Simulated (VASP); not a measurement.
**Si: energy against strain**

Si (diamond, Fd-3m, 20.075 Å³/atom at rest, cube axes along x, y and z) under an equal strain ε along x and y, with z held. PBEsol in VASP (plane waves, PAW), 480 eV, 10×10×10 Γ-centred mesh, Gaussian smearing 0.05 eV; ions are relaxed within the symmetry of each cell.

Here s stands for strain and y for E less E0.

```
strain (%)  E less E0 (meV/atom)
----------  --------------------
-1.50                       6.41
-1.00                       2.83
-0.50                       0.70
0.00                        0.00
0.50                        0.67
1.00                        2.66
1.50                        5.94
3.00                           ?
```

Fit y of the 7 rows that show it with a parabola. Least squares gives y = 0.000 - 0.1271·s + 2.7448·s². Residuals (row less fit): 0.044, -0.042, -0.050, 0.000, 0.047, 0.042, -0.045; standard error 0.055 (degrees of freedom: 4). Twice the quadratic coefficient over the volume, 2 × 2.7448 meV × 10⁴ × 0.1602 / 20.075 Å³, is the elastic constants 2(C11 + C12) = 438 ± 4 GPa.

Q: Estimate the missing y (s = 3.00); what did the run itself give?

A: y = 0.000 - 0.1271 × 3.0 + 2.7448 × 3.0² = 24.322 meV/atom. The calculation gives 23.06 meV/atom, 1.262 meV/atom below the prediction (5.5 % of the range of y in the table). The row lies outside the fitted rows, so this is an extrapolation. From the scatter of the fitted rows alone, a prediction at this place has a standard error of 0.211 meV/atom, so the miss is 6.0 times that.

One order more, fitted to all 13 runs of the series, follows each within 0.01, so the miss is the next term of a smooth law. Rows are the converged runs of the series near zero and its far end; series whose fitted rows scatter by over a few per cent of the range, as at a crossing or softening among them, aren't shown in this form. Most that stay on the fit to the last digits aren't either.
